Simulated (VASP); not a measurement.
BiB (distorted zincblende): a PBE single-point calculation in VASP

INCAR

```
LREAL = .FALSE.
GGA = PE
LWAVE = .FALSE.
SIGMA = 0.02
IBRION = -1
NELM = 120
ENCUT = 520
PREC = Accurate
LCHARG = .FALSE.
EDIFF = 1E-7
ISIF = 2
NBANDS = 16
ISMEAR = -1
LASPH = .TRUE.
NSW = 0
```

KPOINTS

```
KPOINTS created by Atomic Simulation Environment
0
Gamma
6 6 6
0 0 0
```

POSCAR

```
B  Bi
 1.0000000000000000
    -0.0386000000000000    2.7140000000000000    2.7524000000000002
     2.8414999999999999   -0.0434000000000000    2.7572000000000001
     2.7957000000000001    2.6730000000000000    0.0024000000000000
 B   Bi
   1   1
Cartesian
  5.5491288100000000  5.2512641000000002  5.4200064800000005
  1.3963926199999999  1.3582313200000000  1.3218131200000001
```

VASP ran with the recommended PBE PAW datasets (18 valence electrons in the cell).

OSZICAR

```
N       E                     dE             d eps       ncg     rms          rms(c)
DAV:   1     0.132568622955E+03    0.13257E+03   -0.96223E+03  3584   0.130E+03
DAV:   2    -0.752178564748E+00   -0.13332E+03   -0.12891E+03  3992   0.341E+02
DAV:   3    -0.934446595906E+01   -0.85923E+01   -0.85527E+01  4624   0.846E+01
DAV:   4    -0.954716803848E+01   -0.20270E+00   -0.20259E+00  4600   0.143E+01
DAV:   5    -0.955375379199E+01   -0.65858E-02   -0.65856E-02  5016   0.227E+00    0.375E+00
DAV:   6    -0.888633323598E+01    0.66742E+00   -0.14404E+00  4832   0.809E+00    0.138E+00
DAV:   7    -0.887162304164E+01    0.14710E-01   -0.16646E-01  4456   0.204E+00    0.738E-01
DAV:   8    -0.887030781517E+01    0.13152E-02   -0.20758E-02  4872   0.141E+00    0.109E-01
DAV:   9    -0.887017756668E+01    0.13025E-03   -0.26747E-03  4576   0.562E-01    0.527E-02
DAV:  10    -0.887029812950E+01   -0.12056E-03   -0.33055E-04  4336   0.159E-01    0.251E-02
DAV:  11    -0.887033328116E+01   -0.35152E-04   -0.75066E-05  4344   0.829E-02    0.785E-03
DAV:  12    -0.887033315097E+01    0.13019E-06   -0.47960E-06  4536   0.156E-02    0.262E-03
DAV:  13    -0.887033353801E+01   -0.38703E-06   -0.86227E-07  4312   0.634E-03    0.395E-04
DAV:  14    -0.887033354809E+01   -0.10087E-07   -0.21487E-08  3688   0.121E-03
   1 F= -.88703335E+01 E0= -.88701313E+01  d E =-.404547E-03
```

From OUTCAR

```
k-points           NKPTS =    112   k-points in BZ     NKDIM =    112   number of bands    NBANDS=     16

   NELECT =      18.0000    total number of electrons

   dimension x,y,z NGX =    30 NGY =   30 NGZ =   30
   dimension x,y,z NGXF=    60 NGYF=   60 NGZF=   60

  energy-cutoff  :      520.00
  volume of cell :       42.43
      direct lattice vectors                 reciprocal lattice vectors
    -0.038600000  2.714000000  2.752400000    -0.173717986  0.181528935  0.181886701
     2.841500000 -0.043400000  2.757200000     0.173259580 -0.181375558  0.181274918
     2.795700000  2.673000000  0.002400000     0.179195690  0.186853262 -0.181733324

 k-points in reciprocal lattice and weights: KPOINTS created by Atomic Simulation Env
   0.00000000  0.00000000  0.00000000       0.005
   0.16666667  0.00000000  0.00000000       0.009
   0.33333333  0.00000000  0.00000000       0.009
   0.50000000  0.00000000  0.00000000       0.005
   0.00000000  0.16666667 -0.00000000       0.009
   0.16666667  0.16666667  0.00000000       0.009
   0.33333333  0.16666667  0.00000000       0.009
   0.50000000  0.16666667  0.00000000       0.009
   ...

 E-fermi :   6.8687

 k-point     1 :       0.0000    0.0000    0.0000
  band No.  band energies     occupation
      1     -16.2795      2.00000
      2     -16.2589      2.00000
      3     -16.2485      2.00000
      4     -16.1869      2.00000
      5     -16.1839      2.00000
      6      -7.1120      2.00000
      7       6.2434      2.00000
      8       6.8581      1.25900
      9       6.8896      0.52104
     10       7.3842      0.00000
     11       9.2505      0.00000
     12       9.4376      0.00000
     13      10.2441      0.00000
     14      12.9985      0.00000
     15      16.7985      0.00000
     16      17.4796      0.00000

 k-point     2 :       0.1667    0.0000    0.0000
  band No.  band energies     occupation
      1     -16.2737      2.00000
      2     -16.2499      2.00000
      3     -16.2429      2.00000
      4     -16.1876      2.00000
      5     -16.1816      2.00000
      6      -6.7765      2.00000
      7       3.5370      2.00000
      8       6.1897      2.00000
      9       6.6320      1.99999
     10       7.8606      0.00000
     11       9.7627      0.00000
     12      10.4375      0.00000
     13      10.9611      0.00000
     14      14.5240      0.00000
     15      16.0207      0.00000
     16      16.3583      0.00000

 k-point     3 :       0.3333    0.0000    0.0000
  band No.  band energies     occupation
      1     -16.2654      2.00000
      2     -16.2374      2.00000
      3     -16.2359      2.00000
      4     -16.1835      2.00000
      5     -16.1699      2.00000
      6      -5.8750      2.00000
      7       0.5670      2.00000
      8       5.4815      2.00000
      9       5.8501      2.00000
     10       7.5205      0.00000
     11      10.3439      0.00000
     12      11.5896      0.00000
     13      12.3789      0.00000
     14      14.6293      0.00000
     15      16.3228      0.00000
     16      16.8294      0.00000

 k-point     4 :       0.5000    0.0000    0.0000
  band No.  band energies     occupation
      1     -16.2624      2.00000
      2     -16.2359      2.00000
      3     -16.2337      2.00000
      4     -16.1778      2.00000
      5     -16.1606      2.00000
      6      -5.1610      2.00000
      7      -0.8831      2.00000
      8       5.2068      2.00000
      9       5.5598      2.00000
     10       7.3595      0.00000
     11      10.3940      0.00000
     12      11.8100      0.00000
     13      12.8862      0.00000
     14      15.0560      0.00000
     15      17.3771      0.00000
     16      18.1131      0.00000

 k-point     5 :       0.0000    0.1667   -0.0000
  band No.  band energies     occupation
      1     -16.2700      2.00000
      2     -16.2576      2.00000
      3     -16.2418      2.00000
      4     -16.1866      2.00000
      5     -16.1818      2.00000
      6      -6.7845      2.00000
      7       3.7824      2.00000
      8       5.7846      2.00000
      9       6.8039      1.92470
     10       7.7435      0.00000
     11       9.8843      0.00000
     12      10.5005      0.00000
     13      10.8813      0.00000
     14      14.4456      0.00000
     15      16.1113      0.00000
     16      16.4867      0.00000

 k-point     6 :       0.1667    0.1667    0.0000
  band No.  band energies     occupation
      1     -16.2742      2.00000
      2     -16.2456      2.00000
      3     -16.2377      2.00000
      4     -16.1934      2.00000
      5     -16.1775      2.00000
      6      -6.6517      2.00000
      7       3.8251      2.00000
      8       5.2856      2.00000
      9       5.7354      2.00000
     10       8.2686      0.00000
     11       9.2244      0.00000
     12      11.0030      0.00000
     13      11.6733      0.00000
     14      14.4035      0.00000
     15      15.4130      0.00000
     16      17.9485      0.00000

 k-point     7 :       0.3333    0.1667    0.0000
  band No.  band energies     occupation
      1     -16.2733      2.00000
      2     -16.2296      2.00000
      3     -16.2238      2.00000
      4     -16.1955      2.00000
      5     -16.1689      2.00000
      6      -5.9067      2.00000
      7       1.3265      2.00000
      8       4.5946      2.00000
      9       4.9916      2.00000
     10       8.6011      0.00000
     11       9.3821      0.00000
     12      11.9479      0.00000
     13      12.3592      0.00000
     14      14.6816      0.00000
     15      16.6592      0.00000
     16      18.1425      0.00000

 k-point     8 :       0.5000    0.1667    0.0000
  band No.  band energies     occupation
      1     -16.2642      2.00000
      2     -16.2281      2.00000
      3     -16.2215      2.00000
      4     -16.1865      2.00000
      5     -16.1628      2.00000
      6      -5.0051      2.00000
      7      -0.5755      2.00000
      8       3.7406      2.00000
      9       4.8368      2.00000
     10       8.5502      0.00000
     11      10.3393      0.00000
     12      12.2152      0.00000
     13      12.8370      0.00000
     14      15.3698      0.00000
     15      17.1201      0.00000
     16      18.3002      0.00000

 k-point     9 :      -0.3333    0.1667   -0.0000
  band No.  band energies     occupation
      1     -16.2586      2.00000
      2     -16.2335      2.00000
      3     -16.2250      2.00000
      4     -16.1852      2.00000
      5     -16.1700      2.00000
      6      -5.3155      2.00000
      7       0.0014      2.00000
      8       3.4224      2.00000
      9       5.3523      2.00000
     10       8.6397      0.00000
     11      10.7507      0.00000
     12      11.7589      0.00000
     13      12.7434      0.00000
     14      15.7945      0.00000
     15      16.4015      0.00000
     16      17.6061      0.00000

 k-point    10 :      -0.1667    0.1667   -0.0000
  band No.  band energies     occupation
      1     -16.2643      2.00000
      2     -16.2477      2.00000
      3     -16.2321      2.00000
      4     -16.1882      2.00000
      5     -16.1773      2.00000
      6      -6.2680      2.00000
      7       2.2063      2.00000
      8       4.0637      2.00000
      9       6.2664      2.00000
     10       8.6807      0.00000
     11      10.3898      0.00000
     12      10.9518      0.00000
     13      11.6572      0.00000
     14      15.3753      0.00000
     15      16.0234      0.00000
     16      16.3352      0.00000

 k-point    11 :       0.0000    0.3333   -0.0000
  band No.  band energies     occupation
      1     -16.2603      2.00000
      2     -16.2513      2.00000
      3     -16.2339      2.00000
      4     -16.1807      2.00000
      5     -16.1717      2.00000
      6      -5.9161      2.00000
      7       0.8086      2.00000
      8       5.1047      2.00000
      9       6.1564      2.00000
     10       7.3703      0.00000
     11      10.4468      0.00000
     12      11.4029      0.00000
     13      12.3424      0.00000
     14      14.6247      0.00000
     15      16.4409      0.00000
     16      16.9892      0.00000

 k-point    12 :       0.1667    0.3333   -0.0000
  band No.  band energies     occupation
      1     -16.2720      2.00000
      2     -16.2328      2.00000
      3     -16.2267      2.00000
      4     -16.1953      2.00000
      5     -16.1682      2.00000
      6      -5.9339      2.00000
      7       1.6014      2.00000
      8       4.1921      2.00000
      9       5.1314      2.00000
     10       8.5852      0.00000
     11       9.5456      0.00000
     12      11.4962      0.00000
     13      12.5211      0.00000
     14      14.8404      0.00000
     15      16.6801      0.00000
     16      18.3002      0.00000

 ...

  Total       -0.6156754      0.3112634      0.1403570      0.4990689     -0.3233163     -0.7498842
  in kB      -23.2505788     11.7546594      5.3004923     18.8470110    -12.2098292    -28.3188894
  external PRESSURE =      -2.0651423 kB  Pullay stress =       0.0000000 kB

 POSITION                                       TOTAL-FORCE (eV/Angst)
 -----------------------------------------------------------------------------------
      5.54913      5.25126      5.42001         0.431060      1.090619      0.035306
      1.39639      1.35823      1.32181        -0.431060     -1.090619     -0.035306
 -----------------------------------------------------------------------------------
    total drift:                               -0.000308      0.000131     -0.000078

  FREE ENERGIE OF THE ION-ELECTRON SYSTEM (eV)
  ---------------------------------------------------
  free  energy   TOTEN  =        -8.8703335481 eV

  energy  without entropy=       -8.8699290016  energy(sigma->0) =       -8.87013127
```

| Item | Value |
| --- | --- |
| gap between bands v and c on the k mesh | -0.15 eV (bands overlap: a metal) |
| least direct gap on the k mesh | 0.49 eV |
| pressure | -0.2 GPa |
| largest force | 1.17 eV/Å |

Band v is the last that the valence electrons fill when counted band by band, and c is the next.
